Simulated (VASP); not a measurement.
Method: PBE GGA, VASP's PBE PAW potentials (set 64) (plane waves; VASP).

VASP input:

POSCAR:
```
MnB2
1
    0.0000000000     2.4209310000     2.4209310000
    2.4209310000     0.0000000000     2.4209310000
    2.4209310000     2.4209310000     0.0000000000
Mn B
1 2
Direct
 -0.0073680000   0.0236010000  -0.0263090000
  0.2651720000   0.2367920000   0.2622440000
  0.7421970000   0.7396070000   0.7640650000
```

### INCAR
```
SYSTEM = MnB2
PREC = Accurate
ENCUT = 400
EDIFF = 1E-6
NELM = 100
ALGO = Normal
LREAL = .FALSE.
LASPH = .TRUE.
ISMEAR = -1
SIGMA = 0.1
GGA = PE
LMAXMIX = 4
LWAVE = .FALSE.
LCHARG = .FALSE.
ISIF = 2
ISPIN = 2
MAGMOM = 4.0 0.0 0.0
LORBIT = 11
```

KPOINTS:
```
Automatic mesh
0
Gamma
5 5 5
0 0 0
```

POTCAR, in this order: Mn_pv B (PBE.64 set). Program: vasp_std.

The run wrote:

**OSZICAR**
```
       N       E                     dE             d eps       ncg     rms          rms(c)
DAV:   1     0.104439151952E+03    0.10444E+03   -0.89786E+03  3803   0.119E+03
DAV:   2    -0.196563314329E+02   -0.12410E+03   -0.12004E+03  4123   0.312E+02
DAV:   3    -0.234381954346E+02   -0.37819E+01   -0.37239E+01  4795   0.594E+01
DAV:   4    -0.234767820920E+02   -0.38587E-01   -0.38571E-01  4396   0.612E+00
DAV:   5    -0.234773069974E+02   -0.52491E-03   -0.52489E-03  4676   0.717E-01    0.260E+01
DAV:   6    -0.282098572773E+02   -0.47326E+01   -0.68440E+01  4486   0.990E+01    0.300E+01
DAV:   7    -0.204735882452E+02    0.77363E+01   -0.38646E+01  4262   0.756E+01    0.528E+00
DAV:   8    -0.205338653459E+02   -0.60277E-01   -0.16042E+00  4319   0.103E+01    0.245E+00
DAV:   9    -0.205343532157E+02   -0.48787E-03   -0.61617E-02  5122   0.222E+00    0.131E+00
DAV:  10    -0.205403050340E+02   -0.59518E-02   -0.34602E-02  4792   0.174E+00    0.327E-01
DAV:  11    -0.205405430966E+02   -0.23806E-03   -0.44679E-03  4384   0.721E-01    0.162E-01
DAV:  12    -0.205405930449E+02   -0.49948E-04   -0.26803E-04  4305   0.151E-01    0.819E-02
DAV:  13    -0.205406076855E+02   -0.14641E-04   -0.45319E-05  4690   0.623E-02    0.263E-02
DAV:  14    -0.205406083324E+02   -0.64687E-06   -0.87945E-06  4484   0.358E-02
   1 F= -.20540608E+02 E0= -.20506239E+02  d E =-.687392E-01  mag=     1.4747
```

### OUTCAR
```
------------------------ aborting loop because EDIFF is reached ----------------------------------------
  FORCE on cell =-STRESS in cart. coord.  units (eV):
  Direction    XX          YY          ZZ          XY          YZ          ZX
  --------------------------------------------------------------------------------------
  Total       -1.5720147     -1.9627343     -1.7026425     -0.3972836     -0.0786668     -0.4994071
  in kB      -88.7544134   -110.8140607    -96.1295307    -22.4302420     -4.4414503    -28.1960352
  external PRESSURE =     -98.5660016 kB  Pullay stress =       0.0000000 kB
  volume of cell :       28.38
      direct lattice vectors                 reciprocal lattice vectors
     0.000000000  2.420931000  2.420931000    -0.206532115  0.206532115  0.206532115
     2.420931000  0.000000000  2.420931000     0.206532115 -0.206532115  0.206532115
     2.420931000  2.420931000  0.000000000     0.206532115  0.206532115 -0.206532115
 POSITION                                       TOTAL-FORCE (eV/Angst)
 -----------------------------------------------------------------------------------
      2.41438      4.76033      2.46023         0.031617      1.011484     -0.521334
      1.20813      1.27684      1.21522        -0.155913     -0.550436      0.243674
      3.64029      3.64656      3.58735         0.124296     -0.461048      0.277660
 -----------------------------------------------------------------------------------
    total drift:                               -0.000118      0.001660     -0.000828
  FREE ENERGIE OF THE ION-ELECTRON SYSTEM (eV)
  ---------------------------------------------------
  free  energy   TOTEN  =       -20.5406083324 eV

  energy  without entropy=      -20.4718691791  energy(sigma->0) =      -20.50623876

 total charge

# of ion       s       p       d       tot
------------------------------------------
    1        0.424   6.412   5.345  12.181
    2        0.703   0.991   0.000   1.694
    3        0.702   0.989   0.000   1.692
--------------------------------------------------
tot          1.830   8.392   5.345  15.567

 magnetization (x)

# of ion       s       p       d       tot
------------------------------------------
    1        0.035   0.019   1.513   1.567
    2       -0.017  -0.034   0.000  -0.051
    3       -0.017  -0.034   0.000  -0.051
--------------------------------------------------
tot          0.002  -0.049   1.513   1.466
```
(Selected blocks of OUTCAR.)

### OUTCAR
```
 val. band max:        6.8980355227   @ k =   0.4000   0.4000  -0.2000

 cond. band min:       6.9219578693   @ k =  -0.4000   0.4000   0.0000


 Fermi energy:         6.9147344074

 spin component 1

 k-point     1 :       0.0000    0.0000    0.0000
  band No.  band energies     occupation
      1     -41.7767      1.00000
      2     -41.7553      1.00000
      3     -41.7440      1.00000
      4      -5.1550      1.00000
      5       2.4358      1.00000
      6       2.4886      1.00000
      7       2.5502      1.00000
      8       5.2860      1.00000
      9       5.3488      1.00000
     10       9.4282      0.00000
     11      12.2214      0.00000
     12      12.3469      0.00000
     13      12.5983      0.00000
     14      12.7427      0.00000
     15      12.9243      0.00000

 k-point     2 :       0.2000    0.0000    0.0000
  band No.  band energies     occupation
      1     -41.7822      1.00000
      2     -41.7571      1.00000
      3     -41.7501      1.00000
      4      -4.4635      1.00000
      5       1.7058      1.00000
      6       2.8335      1.00000
      7       2.8756      1.00000
      8       5.1077      1.00000
      9       5.1474      1.00000
     10       8.8747      0.00000
     11      10.2204      0.00000
     12      10.9101      0.00000
     13      11.2636      0.00000
     14      12.7011      0.00000
     15      12.7869      0.00000

 k-point     3 :       0.0000    0.2000    0.0000
  band No.  band energies     occupation
      1     -41.7800      1.00000
      2     -41.7632      1.00000
      3     -41.7459      1.00000
      4      -4.4723      1.00000
      5       1.7389      1.00000
      6       2.7768      1.00000
      7       2.8030      1.00000
      8       5.1434      1.00000
      9       5.1827      1.00000
     10       8.8841      0.00000
     11      10.4918      0.00000
     12      10.7979      0.00000
     13      11.3089      0.00000
...
```

At this cut-off the stress carries a Pulay error, which pulls relaxed volumes low. The moments were started parallel, and other spin orders were not tried in this run.

The structure was generated: MnB2 was put into an ordered model structure, which need not be its known phase. The cell was not relaxed at this level, atoms are displaced from their ideal sites. The k-mesh is coarse (spacing up to 0.45 per Å, 2π included), so the numbers may not be converged in it.
